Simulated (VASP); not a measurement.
Data:

```
CaSe
1.0
    0.00000     2.98084     2.98084
    2.98084     0.00000     2.98084
    2.98084     2.98084     0.00000
Ca Se
1 1
Direct
  0.00000   0.00000   0.00000
  0.50000   0.50000   0.50000
```

All values below come from PBE GGA with D4 dispersion, VASP's PBE PAW potentials (set 64) (plane waves; VASP). Numerical set-up: 520 eV cut-off, 8×8×8 Γ-centred mesh, Gaussian smearing of 0.050 eV, potentials Ca_sv Se.

### Question
Estimate the energy per atom (σ→0), pressure, band gap (on the k-mesh) with the smallest direct gap where there is one.

### Answer

| Quantity | Value |
|---|---|
| band gap (on the k-mesh) | 2.08 eV |
| smallest direct gap (on the k-mesh) | 2.99 eV |
| energy per atom (σ→0) | -4.977 eV/atom |
| pressure | -1.43 GPa |

Only differences to runs with the same potentials and settings are physical.

The compound is CaSe in the rock salt structure. This cell is one point of a volume scan, at 1.03 of the reference volume.
